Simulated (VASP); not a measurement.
Runs of VASP 6.6.1 on NaCl. It takes space group Fm-3m (No. 225, cubic). Conventional cell: a = 5.607 Å, b = 5.607 Å, c = 5.607 Å, α = 90.00°, β = 90.00°, γ = 90.00°. Na (site symmetry m-3m) is surrounded by 6 Cl at 2.80 Å. Around Cl (site symmetry m-3m) lie 6 Na at 2.80 Å. 

```tsv
level	potentials or basis	k mesh	cutoff (eV)	smearing	gap on the mesh (eV)	pressure (GPa)
PBEsol	VASP PAW PBE potentials, release 64 (Na_pv, Cl)	10 × 10 × 10	520	gaussian 0.02 eV	4.99	-0.2
PBEsol	VASP PAW PBE potentials, release 64 (Na_pv, Cl)	8 × 8 × 8	700	gaussian 0.02 eV	4.99	-0.2
r2SCAN	VASP PAW PBE potentials, release 64 (Na_pv, Cl)	8 × 8 × 8	520	gaussian 0.02 eV	5.99	-0.2
PBEsol	VASP PAW PBE potentials, release 64 (Na_pv, Cl_h)	8 × 8 × 8	900	gaussian 0.02 eV	5.00	(a)
PBEsol	VASP PAW PBE potentials, release 64 (Na_pv, Cl)	8 × 8 × 8	520	gaussian 0.5 eV	4.99	-0.2
```

Alike in all rows: task single point; no spin polarisation; cell as given.

Question: Fill in the values left out.

Answer: (a) 0.0.

Caveats: the PAW data sets were made with another functional, which shifts forces and pressure a little.

A k mesh can miss the band edges.
